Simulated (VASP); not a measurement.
Level of theory: PBE GGA, VASP's PBE PAW potentials (set 64) (plane waves; VASP).

VASP ran on this input.

INCAR:
```
ALGO = Normal
EDIFF = 1E-6
ENCUT = 400
GGA = PE
ISIF = 2
ISMEAR = -1
LASPH = .True.
LCHARG = .False.
LMAXMIX = 6
LREAL = .False.
LWAVE = .False.
NELM = 100
PREC = Accurate
SIGMA = 0.05
SYSTEM = CeO2
```

File POSCAR:
```
CeO2
1
    0.0000000000     2.7128440000     2.7128440000
    2.7128440000     0.0000000000     2.7128440000
    2.7128440000     2.7128440000     0.0000000000
Ce O
1 2
Direct
  0.0000000000   0.0000000000   0.0000000000
  0.2500000000   0.2500000000   0.2500000000
  0.7500000000   0.7500000000   0.7500000000
```

KPOINTS:
```
Automatic mesh
0
Gamma
9 9 9
0 0 0
```

POTCAR, in this order: Ce O (PBE.64 set). Program: vasp_std.

Output

File OUTCAR:
```
 ion  position               nearest neighbor table
   1  0.000  0.000  0.000-   3 2.35   3 2.35   3 2.35   2 2.35   2 2.35   2 2.35   3 2.35   2 2.35
  LATTYP: Found a face centered cubic cell.
 ALAT       =     5.4256880000
 Subroutine PRICEL returns:
 Original cell was already a primitive cell.
 Subroutine GETGRP returns: Found 48 space group operations
The static configuration has the point symmetry O_h .
The dynamic configuration has the point symmetry O_h .
 Subroutine INISYM returns: Found 48 space group operations
 Subroutine IBZKPT returns following result:
 Found     35 irreducible k-points:

 Following reciprocal coordinates:
            Coordinates               Weight
  0.000000  0.000000  0.000000      1.000000
  0.111111  0.000000  0.000000      8.000000
  0.222222  0.000000  0.000000      8.000000
  0.333333  0.000000  0.000000      8.000000
  0.444444  0.000000  0.000000      8.000000
  0.111111  0.111111  0.000000      6.000000
  0.222222  0.111111  0.000000     24.000000
  0.333333  0.111111  0.000000     24.000000
  0.444444  0.111111  0.000000     24.000000
 -0.444444  0.111111  0.000000     24.000000
 -0.333333  0.111111  0.000000     24.000000
 -0.222222  0.111111  0.000000     24.000000
 -0.111111  0.111111  0.000000     12.000000
  0.222222  0.222222  0.000000      6.000000
  0.333333  0.222222  0.000000     24.000000
  0.444444  0.222222  0.000000     24.000000
 -0.444444  0.222222  0.000000     24.000000
 -0.333333  0.222222  0.000000     24.000000
 -0.222222  0.222222  0.000000     12.000000
  0.333333  0.333333  0.000000      6.000000
  0.444444  0.333333  0.000000     24.000000
 -0.444444  0.333333  0.000000     24.000000
 -0.333333  0.333333  0.000000     12.000000
  0.444444  0.444444  0.000000      6.000000
 -0.444444  0.444444  0.000000     12.000000
...
```

File OSZICAR:
```
       N       E                     dE             d eps       ncg     rms          rms(c)
DAV:   1     0.215057808389E+03    0.21506E+03   -0.99049E+03  1120   0.163E+03
DAV:   2    -0.278439747298E+01   -0.21784E+03   -0.20796E+03  1784   0.291E+02
DAV:   3    -0.304020325937E+02   -0.27618E+02   -0.24941E+02  1312   0.139E+02
DAV:   4    -0.317049030672E+02   -0.13029E+01   -0.13026E+01  1952   0.293E+01
DAV:   5    -0.317634189057E+02   -0.58516E-01   -0.58512E-01  1800   0.544E+00    0.306E+01
DAV:   6    -0.293877590424E+02    0.23757E+01   -0.89753E+01  1696   0.582E+01    0.254E+01
DAV:   7    -0.282749001635E+02    0.11129E+01   -0.17134E+02  1680   0.127E+02    0.214E+01
DAV:   8    -0.275057066339E+02    0.76919E+00   -0.33960E+00  1280   0.203E+01    0.138E+01
DAV:   9    -0.263112441364E+02    0.11945E+01   -0.66988E+00  1696   0.214E+01    0.165E+00
DAV:  10    -0.262943116698E+02    0.16932E-01   -0.22220E-01  1928   0.390E+00    0.120E+00
DAV:  11    -0.262799586888E+02    0.14353E-01   -0.38966E-02  1688   0.186E+00    0.119E+00
DAV:  12    -0.262663339526E+02    0.13625E-01   -0.82309E-02  1232   0.184E+00    0.103E+00
DAV:  13    -0.262669619978E+02   -0.62805E-03   -0.15304E-01  1704   0.393E+00    0.108E+00
DAV:  14    -0.262630397997E+02    0.39222E-02   -0.20871E-02  1704   0.140E+00    0.509E-01
DAV:  15    -0.262626345116E+02    0.40529E-03   -0.29205E-03  1632   0.459E-01    0.198E-01
DAV:  16    -0.262626740048E+02   -0.39493E-04   -0.31670E-04  1608   0.128E-01    0.169E-01
DAV:  17    -0.262625836506E+02    0.90354E-04   -0.36349E-04  1768   0.174E-01    0.542E-02
DAV:  18    -0.262625697612E+02    0.13889E-04   -0.77896E-05  1864   0.767E-02    0.183E-02
DAV:  19    -0.262625677441E+02    0.20171E-05   -0.68658E-06  1344   0.264E-02    0.386E-03
DAV:  20    -0.262625675919E+02    0.15218E-06   -0.56991E-07   712   0.804E-03
   1 F= -.26262568E+02 E0= -.26262568E+02  d E =-.156525E-08
```

OUTCAR:
```
------------------------ aborting loop because EDIFF is reached ----------------------------------------
  FORCE on cell =-STRESS in cart. coord.  units (eV):
  Direction    XX          YY          ZZ          XY          YZ          ZX
  --------------------------------------------------------------------------------------
  Total       -0.3026378     -0.3026378     -0.3026378      0.0000000      0.0000000     -0.0000000
  in kB      -12.1430905    -12.1430905    -12.1430905      0.0000000      0.0000000     -0.0000000
  external PRESSURE =     -12.1430905 kB  Pullay stress =       0.0000000 kB
  volume of cell :       39.93
      direct lattice vectors                 reciprocal lattice vectors
     0.000000000  2.712844000  2.712844000    -0.184308423  0.184308423  0.184308423
     2.712844000  0.000000000  2.712844000     0.184308423 -0.184308423  0.184308423
     2.712844000  2.712844000  0.000000000     0.184308423  0.184308423 -0.184308423
 POSITION                                       TOTAL-FORCE (eV/Angst)
 -----------------------------------------------------------------------------------
      0.00000      0.00000      0.00000         0.000000     -0.000000      0.000000
      1.35642      1.35642      1.35642         0.000000      0.000000     -0.000000
      4.06927      4.06927      4.06927        -0.000000     -0.000000      0.000000
 -----------------------------------------------------------------------------------
    total drift:                                0.000000      0.000000      0.000000
  FREE ENERGIE OF THE ION-ELECTRON SYSTEM (eV)
  ---------------------------------------------------
  free  energy   TOTEN  =       -26.2625675919 eV

  energy  without entropy=      -26.2625675904  energy(sigma->0) =      -26.26256759
```
(Selected blocks of OUTCAR.)

File OUTCAR:
```
 val. band max:        5.2064130475   @ k =  -0.3333   0.2222   0.0000

 cond. band min:       7.2022483698   @ k =  -0.4444   0.1111   0.0000


 Fermi energy:         6.1768864553

 k-point     1 :       0.0000    0.0000    0.0000
  band No.  band energies     occupation
      1     -27.1707      2.00000
      2     -11.0635      2.00000
      3     -10.1173      2.00000
      4      -9.3340      2.00000
      5      -9.3340      2.00000
      6      -9.3340      2.00000
      7       1.4225      2.00000
      8       1.4225      2.00000
      9       1.4225      2.00000
     10       4.6472      2.00000
     11       4.6472      2.00000
     12       4.6472      2.00000
     13       7.5059      0.00000
     14       7.5059      0.00000
     15       7.5059      0.00000
     16       7.7504      0.00000

 k-point     2 :       0.1111    0.0000    0.0000
  band No.  band energies     occupation
      1     -27.1478      2.00000
      2     -11.4940      2.00000
      3     -10.2127      2.00000
      4      -9.3631      2.00000
      5      -9.3631      2.00000
      6      -8.8873      2.00000
      7       1.5370      2.00000
      8       1.5370      2.00000
      9       1.7343      2.00000
     10       4.5343      2.00000
     11       4.6014      2.00000
     12       4.6014      2.00000
     13       7.4946      0.00000
     14       7.4946      0.00000
     15       7.5070      0.00000
     16       7.7663      0.00000

 k-point     3 :       0.2222    0.0000    0.0000
  band No.  band energies     occupation
      1     -27.0882      2.00000
      2     -12.2022      2.00000
      3     -10.4693      2.00000
      4      -9.4351      2.00000
      5      -9.4351      2.00000
      6      -8.0941      2.00000
      7       1.8194      2.00000
      8       1.8194      2.00000
      9       2.5066      2.00000
     10       4.3068      2.00000
     11       4.5073      2.00000
     12       4.5073      2.00000
     13       7.4550      0.00000
...
```

At this cut-off the stress carries a Pulay error, which pulls relaxed volumes low.

The structure is a typed CeO2 crystal (Fm-3m). The cell was not relaxed at this level. The run is not spin-polarised, so no magnetic state was tried.
